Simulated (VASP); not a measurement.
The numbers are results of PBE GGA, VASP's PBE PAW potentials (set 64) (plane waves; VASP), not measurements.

A VASP calculation is set up with these files.

**INCAR**
```
# general
SYSTEM  = Au
PREC    = Accurate
ENCUT   = 480
LREAL   = .False.
LASPH   = .True.

# electronic loop
EDIFF   = 1E-7
NELM    = 100
ALGO    = Normal
LMAXMIX = 6

# smearing
ISMEAR  = 1
SIGMA   = 0.1

# functional
GGA     = PE

# ions
IBRION  = 2
NSW     = 40
ISIF    = 3
EDIFFG  = -0.01
PSTRESS = 300

# output
LWAVE   = .False.
LCHARG  = .False.
```

**KPOINTS**
```
Regular mesh
0
gamma
14 14 14
0 0 0
```

### POSCAR
```
Au
1
   -0.0000000000     2.0772652822     2.0772652822
    2.0772652822    -0.0000000000     2.0772652822
    2.0772652822     2.0772652822     0.0000000000
Au
1
Direct
  0.0000000000   0.0000000000   0.0000000000
```

POTCAR, in this order: Au (PBE.64 set). Program: vasp_std.

Energy and stress use the plane-wave basis of the starting cell. Unless said otherwise, spin-orbit coupling is left out, though it shifts the bands of the heavy elements here.

What does the run give for the energy per atom (σ→0), volume per atom, band gap (on the k-mesh)?

| Quantity | Value |
|---|---|
| energy per atom (σ→0) | -3.031 eV/atom |
| band gap (on the k-mesh) | none (metal, semimetal or under 0.01 eV) |
| volume per atom | 15.58 Å^3/atom |

**OSZICAR**
```
...
DAV:   1    -0.303950348847E+01    0.16141E-01   -0.19786E-01  1898   0.509E+00    0.590E-01
DAV:   2    -0.303095116767E+01    0.85523E-02   -0.25723E-02  1885   0.160E+00    0.271E-01
DAV:   3    -0.303042080884E+01    0.53036E-03   -0.24374E-03  1913   0.469E-01    0.177E-01
DAV:   4    -0.303043037897E+01   -0.95701E-05   -0.78233E-05  1980   0.816E-02    0.854E-03
DAV:   5    -0.303043004178E+01    0.33719E-06   -0.11575E-06  1970   0.118E-02    0.122E-03
DAV:   6    -0.303043051230E+01   -0.47052E-06   -0.85599E-08  1886   0.290E-03    0.215E-04
DAV:   7    -0.303043052346E+01   -0.11162E-07   -0.15851E-09   938   0.366E-04
   5 F= -.11307064E+00 E0= -.11314315E+00  d E =-.251795E+00
```

The compound is Au in the fcc structure. This run relaxes it under an external pressure of 30 GPa. Symmetry was kept, so distortions that lower it aren't found.
